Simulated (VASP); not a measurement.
Computed with PBE GGA with D4 dispersion, VASP's PBE PAW potentials (set 64) (plane waves; VASP).

Input for VASP

File POSCAR:
```
Na
1
   -2.1135408017     2.1135408017     2.1135408017
    2.1135408017    -2.1135408017     2.1135408017
    2.1135408017     2.1135408017    -2.1135408017
Na
1
Direct
  0.0000000000   0.0000000000   0.0000000000
```

**INCAR**
```
SYSTEM  =  Na
PREC  =  Accurate; ENCUT  =  520; LREAL  =  .FALSE.
LASPH  =  .TRUE.
EDIFF  =  1E-7; NELM  =  100; ALGO  =  Normal
ISMEAR  =  1; SIGMA  =  0.1
GGA  =  PE; IVDW  =  13
ISIF  =  2
LWAVE  =  .FALSE.; LCHARG  =  .FALSE.
```

### KPOINTS
```
kpoints
0
gamma
 12 12 12
0 0 0
```

POTCAR, in this order: Na_pv (PBE.64 set). Program: vasp_std.

What VASP printed:

### OSZICAR
```
       N       E                     dE             d eps       ncg     rms          rms(c)
DAV:   1     0.199669010678E+02    0.19967E+02   -0.38643E+03  1029   0.826E+02
DAV:   2    -0.881859974685E+00   -0.20849E+02   -0.20844E+02  1022   0.137E+02
DAV:   3    -0.130473214896E+01   -0.42287E+00   -0.42287E+00  1288   0.283E+01
DAV:   4    -0.130851866002E+01   -0.37865E-02   -0.37865E-02  1295   0.238E+00
DAV:   5    -0.130856013011E+01   -0.41470E-04   -0.41470E-04  1302   0.206E-01    0.204E-01
DAV:   6    -0.130821331285E+01    0.34682E-03   -0.54647E-04  1211   0.373E-01    0.137E-01
DAV:   7    -0.130797411269E+01    0.23920E-03   -0.11222E-03  1134   0.449E-01    0.158E-02
DAV:   8    -0.130796651354E+01    0.75992E-05   -0.48940E-05  1267   0.158E-01    0.224E-03
DAV:   9    -0.130796675261E+01   -0.23908E-06   -0.20497E-07  1092   0.614E-03    0.103E-03
DAV:  10    -0.130796673671E+01    0.15905E-07   -0.57947E-08  1099   0.303E-03
   1 F= -.13215236E+01 E0= -.13212600E+01  d E =-.790877E-03
```

OUTCAR:
```
------------------------ aborting loop because EDIFF is reached ----------------------------------------
  Edisp (eV):   -0.01356
  FORCE on cell =-STRESS in cart. coord.  units (eV):
  Direction    XX          YY          ZZ          XY          YZ          ZX
  --------------------------------------------------------------------------------------
  Total      -0.05063    -0.05063    -0.05063    -0.00000     0.00000     0.00000
  in kB      -2.14791    -2.14791    -2.14791    -0.00000     0.00000     0.00000
  external pressure =       -2.15 kB  Pullay stress =        0.00 kB
  volume of cell :       37.77
      direct lattice vectors                 reciprocal lattice vectors
    -2.113540802  2.113540802  2.113540802     0.000000000  0.236569836  0.236569836
     2.113540802 -2.113540802  2.113540802     0.236569836  0.000000000  0.236569836
     2.113540802  2.113540802 -2.113540802     0.236569836  0.236569836  0.000000000
 POSITION                                       TOTAL-FORCE (eV/Angst)
 -----------------------------------------------------------------------------------
      0.00000      0.00000      0.00000         0.000000     -0.000000      0.000000
 -----------------------------------------------------------------------------------
    total drift:                                0.000000     -0.000000      0.000000
  FREE ENERGIE OF THE ION-ELECTRON SYSTEM (eV)
  ---------------------------------------------------
  free  energy   TOTEN  =        -1.3215235904 eV

  energy  without entropy=       -1.3207327136  energy(sigma->0) =       -1.32125996
```
(Selected blocks of OUTCAR.)

The compound is Na in the bcc structure. This cell is one point of a volume scan, at 1.03 of the reference volume.
